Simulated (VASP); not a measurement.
The system is Si3C.

```
Si C
1.0
     4.91480    0.00000    0.00000
    -2.45740    4.25634    0.00000
     0.00000    0.00000    2.43311
Si C
3 1
Direct
  0.50000 0.00000 0.50000
  0.00000 0.50000 0.50000
  0.50000 0.50000 0.50000
  0.00000 0.00000 0.50000
```

The cell was built by a generator and needn't be a form met in nature.

```yaml
Program: VASP 6.6.1
Task: relaxation of cell and atoms
Functional: PBE
Dispersion: D4
Potentials_or_basis: VASP PAW PBE potentials, release 64 (Si, C)
Cutoff: 600 eV
k_mesh: 5 × 5 × 8
Occupations: fermi-dirac, width 0.05 eV
Spin: no spin polarisation
```

At the start: pressure -4.8 GPa; volume 12.72 Å³/atom.

Problem. How do energy, volume and symmetry change on relaxing?

Solution. Over 7 steps the energy falls by 9.7 meV/atom and the volume is 12.28 Å³/atom (-3.5 %); space group P6/mmm (No. 191, to 0.05 Å).

The path:
| step | energy change (eV) | largest force (eV/Å) | pressure (GPa) | volume (Å³) |
| --- | --- | --- | --- | --- |
| 1 | 0.0000 | 0.0000 | -4.82 | 50.90 |
| 2 | -0.0312 | 0.0000 | 2.43 | 48.12 |
| 3 | -0.0379 | 0.0000 | 0.46 | 48.99 |
| 4 | -0.0384 | 0.0000 | -0.14 | 49.17 |
| 5 | -0.0386 | 0.0000 | 0.07 | 49.10 |
| 6 | -0.0386 | 0.0000 | 0.07 | 49.11 |
| 7 | -0.0386 | 0.0000 | 0.02 | 49.14 |

Final structure:
```xyz
4
Lattice="4.8248 0.0000 0.0000 -2.4124 4.1784 0.0000 0.0000 0.0000 2.4373" Properties=species:S:1:pos:R:3 pbc="T T T"
Si    2.4124    0.0000    1.2187
Si   -1.2062    2.0892    1.2187
Si    1.2062    2.0892    1.2187
C     0.0000    0.0000    1.2187
```

Caveat: pairwise dispersion overbinds metals, which lowers pressure and volume.
